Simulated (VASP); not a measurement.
The system is SiMo3.

```
CELL_PARAMETERS angstrom
4.88900 0.00000 0.00000
0.00000 4.88900 0.00000
0.00000 0.00000 4.88900
ATOMIC_POSITIONS crystal
Si 0.00000 0.00000 0.00000
Si 0.50000 0.50000 0.50000
Mo 0.25000 0.00000 0.50000
Mo 0.50000 0.75000 0.00000
Mo 0.75000 0.00000 0.50000
Mo 0.50000 0.25000 0.00000
Mo 0.00000 0.50000 0.75000
Mo 0.00000 0.50000 0.25000
```

- Program: VASP 6.6.1
- Task: relaxation of cell and atoms
- Functional: PBE
- Dispersion: D3(BJ)
- Potentials or basis: VASP PAW PBE potentials, release 64 (Si, Mo_sv)
- Cutoff: 600 eV
- k mesh: 8 × 8 × 8
- Occupations: methfessel-paxton, width 0.1 eV
- Spin: no spin polarisation

At the start: pressure -4.6 GPa; volume 14.61 Å³/atom.

Q: How do energy, volume and symmetry change on relaxing?

A: Over 3 steps the energy falls by 3.7 meV/atom and the volume is 14.36 Å³/atom (-1.7 %); space group Pm-3n (No. 223, to 0.05 Å).

Step by step:
| step | energy change (eV) | largest force (eV/Å) | pressure (GPa) | volume (Å³) |
| --- | --- | --- | --- | --- |
| 1 | 0.0000 | 0.0000 | -4.56 | 116.86 |
| 2 | 0.1548 | 0.0000 | 12.68 | 109.96 |
| 3 | -0.0297 | 0.0000 | -0.08 | 114.84 |

Final structure:
```xyz
8
Lattice="4.8607 0.0000 0.0000 0.0000 4.8607 0.0000 0.0000 0.0000 4.8607" Properties=species:S:1:pos:R:3 pbc="T T T"
Si    0.0000    0.0000    0.0000
Si    2.4304    2.4304    2.4304
Mo    1.2152    0.0000    2.4304
Mo    2.4304    3.6455    0.0000
Mo    3.6455    0.0000    2.4304
Mo    2.4304    1.2152    0.0000
Mo    0.0000    2.4304    3.6455
Mo    0.0000    2.4304    1.2152
```

Caveat: pairwise dispersion overbinds metals, which lowers pressure and volume.
